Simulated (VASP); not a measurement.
A convergence study with VASP on Cu₂O (cuprite): one setting is varied, all else stays as given below, so the limit is that of these other settings. Each run relaxes cell and ions from the cell shown. The basis is that of the starting cell, so low cut-offs carry a Pulay error.

```yaml
crystal:
  lattice:
    - [4.27000, 0.00000, 0.00000]
    - [0.00000, 4.27000, 0.00000]
    - [0.00000, 0.00000, 4.27000]
  atoms:
    - { symbol: Cu, position: [0.75000, 0.25000, 0.75000] }
    - { symbol: Cu, position: [0.25000, 0.75000, 0.75000] }
    - { symbol: Cu, position: [0.75000, 0.75000, 0.25000] }
    - { symbol: Cu, position: [0.25000, 0.25000, 0.25000] }
    - { symbol: O, position: [0.00000, 0.00000, 0.00000] }
    - { symbol: O, position: [0.50000, 0.50000, 0.50000] }
```

Calculation: LDA (Ceperley-Alder, Perdew-Zunger), VASP's LDA PAW potentials (set 64) (plane waves; VASP). The tightest run used: 800 eV cut-off, 4×4×4 Γ-centred mesh, Gaussian smearing of 0.050 eV, potentials Cu O.

Gaps are read on the run's mesh, which can miss a band edge.

Question: The settings run are ENCUT = 250; ENCUT = 300; ENCUT = 350; ENCUT = 400; ENCUT = 450; ENCUT = 500; ENCUT = 550; ENCUT = 600; ENCUT = 650; ENCUT = 700; ENCUT = 750; ENCUT = 800. From which on does the relaxed volume stay within 0.05 Å³/atom of the tightest run?

Answer: From ENCUT = 450 on: it is off by 0.042 there and by no more than 0.05 in any finer run, while ENCUT = 400 is off by 0.168.
| setting | relaxed volume (Å³/atom) | E (eV/atom) | gap on the mesh (eV) | plane waves | difference judged (Å³/atom) |
|---|---|---|---|---|---|
| ENCUT = 250 | 10.441 | -6.0657 | 0.428 | 739 | 1.740 |
| ENCUT = 300 | 11.298 | -5.6185 | 0.741 | 928 | 0.883 |
| ENCUT = 350 | 11.770 | -5.4941 | 0.771 | 1189 | 0.411 |
| ENCUT = 400 | 12.013 | -5.4518 | 0.722 | 1432 | 0.168 |
| ENCUT = 450 | 12.138 | -5.4356 | 0.697 | 1743 | 0.042 |
| ENCUT = 500 | 12.179 | -5.4309 | 0.688 | 2000 | 0.002 |
| ENCUT = 550 | 12.175 | -5.4310 | 0.689 | 2301 | 0.006 |
| ENCUT = 600 | 12.163 | -5.4322 | 0.691 | 2624 | 0.017 |
| ENCUT = 650 | 12.163 | -5.4330 | 0.691 | 3016 | 0.018 |
| ENCUT = 700 | 12.167 | -5.4332 | 0.691 | 3328 | 0.014 |
| ENCUT = 750 | 12.176 | -5.4330 | 0.689 | 3695 | 0.005 |
| ENCUT = 800 | 12.181 | -5.4329 | 0.688 | 4032 | 0.000 |

Left out are rungs that failed or repeat a setting and relaxations that didn't move; long series are thinned to 24 rows.

The compound is Cu2O in the cuprite structure.
